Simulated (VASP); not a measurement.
Output of a VASP run:

### OSZICAR
```
       N       E                     dE             d eps       ncg     rms          rms(c)
DAV:   1     0.187118745251E+03    0.18712E+03   -0.12074E+04   994   0.213E+03
DAV:   2     0.259990688455E+01   -0.18452E+03   -0.17808E+03  1058   0.453E+02
DAV:   3    -0.115228805853E+02   -0.14123E+02   -0.13879E+02  1184   0.127E+02
DAV:   4    -0.118532619637E+02   -0.33038E+00   -0.32991E+00  1112   0.188E+01
DAV:   5    -0.118613473745E+02   -0.80854E-02   -0.80853E-02  1248   0.317E+00    0.743E+00
DAV:   6    -0.102427029549E+02    0.16186E+01   -0.97746E+00  1370   0.361E+01    0.339E+00
DAV:   7    -0.101334811256E+02    0.10922E+00   -0.86668E-01  1050   0.947E+00    0.136E+00
DAV:   8    -0.101226296335E+02    0.10851E-01   -0.25371E-01   986   0.477E+00    0.952E-01
DAV:   9    -0.101114880063E+02    0.11142E-01   -0.42654E-02  1004   0.167E+00    0.908E-02
DAV:  10    -0.101115949920E+02   -0.10699E-03   -0.11484E-03  1172   0.518E-01    0.161E-02
DAV:  11    -0.101115956223E+02   -0.63024E-06   -0.42800E-05  1178   0.111E-01    0.145E-02
DAV:  12    -0.101115943916E+02    0.12306E-05   -0.10639E-05  1040   0.316E-02    0.403E-03
DAV:  13    -0.101115941073E+02    0.28432E-06   -0.27638E-07   538   0.751E-03
   1 F= -.51877331E+01 E0= -.51877331E+01  d E =-.518773E+01
```

OUTCAR:
```
------------------------ aborting loop because EDIFF is reached ----------------------------------------
  FORCE on cell =-STRESS in cart. coord.  units (eV):
  Direction    XX          YY          ZZ          XY          YZ          ZX
  --------------------------------------------------------------------------------------
  Total        4.9176371      4.9176371      4.9176371      0.0000000     -0.0000000     -0.0000000
  in kB      299.6207944    299.6207944    299.6207944      0.0000000     -0.0000000     -0.0000000
  external PRESSURE =      -0.3792056 kB  Pullay stress =     300.0000000 kB
  volume of cell :       26.30
      direct lattice vectors                 reciprocal lattice vectors
     2.973708332  0.000000000  0.000000000     0.336280458  0.000000000  0.000000000
     0.000000000  2.973708332  0.000000000     0.000000000  0.336280458  0.000000000
     0.000000000  0.000000000  2.973708332     0.000000000  0.000000000  0.336280458
 POSITION                                       TOTAL-FORCE (eV/Angst)
 -----------------------------------------------------------------------------------
      0.00000      0.00000      0.00000         0.000000      0.000000      0.000000
      1.48685      1.48685      1.48685         0.000000      0.000000      0.000000
 -----------------------------------------------------------------------------------
    total drift:                                0.000000      0.000000     -0.000000
  FREE ENERGIE OF THE ION-ELECTRON SYSTEM (eV)
  ---------------------------------------------------
  free  energy   TOTEN  =       -10.1115941073 eV

  energy  without entropy=      -10.1115941073  energy(sigma->0) =      -10.11159411
  enthalpy is  TOTEN    =        -5.1877331397 eV   P V=        4.9238609676

 reached required accuracy - stopping structural energy minimisation
```
(Selected blocks of OUTCAR.)

POSCAR:
```
PbO
1
    2.9737083322     0.0000000000    -0.0000000000
   -0.0000000000     2.9737083322     0.0000000000
    0.0000000000     0.0000000000     2.9737083322
Pb O
1 1
Direct
  0.0000000000   0.0000000000   0.0000000000
  0.5000000000   0.5000000000   0.5000000000
```

Q: Reconstruct the remaining input files.

A: One answer among several that fit: the input of the run itself, PBEsol GGA, plane waves, VASP's PBE PAW potentials (set 64).

### KPOINTS
```
Automatic mesh
0
Gamma
9 9 9
0 0 0
```

**INCAR**
```
SYSTEM = PbO
PREC = Accurate
ENCUT = 620
EDIFF = 1E-6
NELM = 100
ALGO = Normal
LREAL = .FALSE.
LASPH = .TRUE.
ISMEAR = 0
SIGMA = 0.05
GGA = PS
LMAXMIX = 4
LWAVE = .FALSE.
LCHARG = .FALSE.
IBRION = 2
ISIF = 3
NSW = 40
EDIFFG = -0.02
PSTRESS = 300
```

POTCAR, in this order: Pb_d O (PBE.64 set). Program: vasp_std.

The structure was generated: PbO was put into the CsCl type type (Pm-3m), which need not be its known phase. It was relaxed first under an external pressure of 30 GPa.
